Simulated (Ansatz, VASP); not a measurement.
## Two plane-wave programs on SrBr3

File INCAR:

```
SYSTEM = SrBr3
  PREC = Accurate
  ENCUT = 520
  EDIFF = 1E-6
  ISMEAR = 0
  SIGMA = 0.02
  LREAL = .FALSE.
  LASPH = .TRUE.
  NELM = 60
  ALGO = Normal
  ISIF = 2
  LWAVE = .FALSE.
  LCHARG = .TRUE.
  GGA = RP
  LELF = .TRUE.
  LVHAR = .TRUE.
```

KPOINTS

```
Automatic mesh
0
G
  5 5 5
  0 0 0
```

Contents of POSCAR:

```
SrBr3
1.0
    6.7640622058      0.0000000000      0.0000000000
   -3.3820311029      5.8578497030      0.0000000000
    0.0000000000      0.0000000000      6.0242580000
Sr Br
2 6
Direct
    0.3333333333      0.6666666667      0.7500000000
    0.6666666667      0.3333333333      0.2500000000
    0.1726970050      0.3453940100      0.2500000000
    0.1726970050      0.8273029950      0.2500000000
    0.6546059900      0.8273029950      0.2500000000
    0.8273029950      0.6546059900      0.7500000000
    0.8273029950      0.1726970050      0.7500000000
    0.3453940100      0.1726970050      0.7500000000
```

Contents of input.yaml:

```yaml
crystal:
  lattice:
    - [6.7640622058, 0.0, 0.0]
    - [-3.3820311029, 5.857849703, 0.0]
    - [0.0, 0.0, 6.024258]
  atoms:
    - { symbol: Sr, position: [0.3333333333, 0.6666666667, 0.75] }
    - { symbol: Sr, position: [0.6666666667, 0.3333333333, 0.25] }
    - { symbol: Br, position: [0.172697005, 0.34539401, 0.25] }
    - { symbol: Br, position: [0.172697005, 0.827302995, 0.25] }
    - { symbol: Br, position: [0.65460599, 0.827302995, 0.25] }
    - { symbol: Br, position: [0.827302995, 0.65460599, 0.75] }
    - { symbol: Br, position: [0.827302995, 0.172697005, 0.75] }
    - { symbol: Br, position: [0.34539401, 0.172697005, 0.75] }
hamiltonian:
  xc: rpbe
  pseudopotentials: { kind: paw }
kpoints:
  mp_grid: { grid: [5, 5, 5] }
scf:
  occupations: { method: gaussian, width: 0.02 }
output:
  forces: true
  stress: true
  eigenvalues: true
```

The cell comes from a database or a generator and needn't be the stable form of this composition.

Alike in both runs: task single point; functional RPBE; k mesh 5 × 5 × 5; occupations gaussian, width 0.02 eV; no spin polarisation.

|  | VASP | Ansatz |
| --- | --- | --- |
| version | VASP 6.6.1 | Ansatz 0.2.0 |
| potentials or method | VASP PAW PBE potentials, release 54 (Sr_sv, Br) | Ansatz PAW |
| plane-wave cutoff (eV) | 520 | 420 |
| valence electrons in the cell | 62 | 62 |

|  | VASP | Ansatz | Ansatz less VASP |
| --- | --- | --- | --- |
| gap on the k mesh at the Fermi level (eV) | none | none | - |
| pressure (GPa) | 1.6 | 1.6 | -0.05 |
| largest component of the traceless stress (GPa) | 0.22 | 0.24 | +0.017 |
| rms of the force components (eV/Å) | 0.025 | 0.024 | -0.0013 |

Atom by atom the forces differ by 0.001 eV/Å (rms over components). A gap of «none» marks a metal or a gap that the smearing closes. The functional is the same, so the differences come from potentials, cutoffs and numerics.

Caveats: the PAW data sets were made with another functional, which shifts forces and pressure a little (VASP); the PAW data sets come from PBE, with cores solved anew for the run's functional, which leaves a small shift of forces and pressure (Ansatz).
